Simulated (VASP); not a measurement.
OSZICAR of a VASP run on InAs (atoms displaced from the space group 216 structure):

File OSZICAR:
```
       N       E                     dE             d eps       ncg     rms          rms(c)
DAV:   1     0.885141414970E+02    0.88514E+02   -0.66337E+03  2922   0.105E+03
DAV:   2    -0.297948307292E+01   -0.91494E+02   -0.89101E+02  3077   0.263E+02
DAV:   3    -0.863417782804E+01   -0.56547E+01   -0.56133E+01  3760   0.721E+01
DAV:   4    -0.874857099918E+01   -0.11439E+00   -0.11435E+00  3322   0.119E+01
DAV:   5    -0.875291715281E+01   -0.43462E-02   -0.43460E-02  3990   0.195E+00    0.441E+00
DAV:   6    -0.849336214512E+01    0.25956E+00   -0.45102E-01  4386   0.128E+01    0.239E+00
DAV:   7    -0.846275978305E+01    0.30602E-01   -0.12677E-01  4102   0.368E+00    0.656E-01
DAV:   8    -0.846112709863E+01    0.16327E-02   -0.12693E-02  3482   0.159E+00    0.228E-01
DAV:   9    -0.846138655926E+01   -0.25946E-03   -0.10854E-03  3650   0.403E-01    0.125E-01
DAV:  10    -0.846144454046E+01   -0.57981E-04   -0.13597E-04  4440   0.155E-01    0.846E-02
DAV:  11    -0.846145863359E+01   -0.14093E-04   -0.60081E-05  3182   0.114E-01    0.589E-02
DAV:  12    -0.846145893680E+01   -0.30321E-06   -0.72244E-06  3062   0.224E-02
   1 F= -.84614589E+01 E0= -.84612325E+01  d E =-.452879E-03
```

Problem. Which electronic solver shows in the log?

Solution. It is blocked Davidson (ALGO = Normal, or the opening steps of other solvers). The INCAR had ALGO = Normal.

Problem. Can the final energy be trusted as converged?

Solution. Self-consistency was reached. It stopped with EDIFF = 1E-6, NELM = 100 (PBEsol GGA, plane waves, VASP's PBE PAW potentials (set 64)).

The structure comes from a computed database's InAs entry; how it stands against other phases isn't given here. The cell was not relaxed at this level, atoms are displaced from their ideal sites. The run is one of a series of settings (GGA = PS against the base run), some of them coarse on purpose.
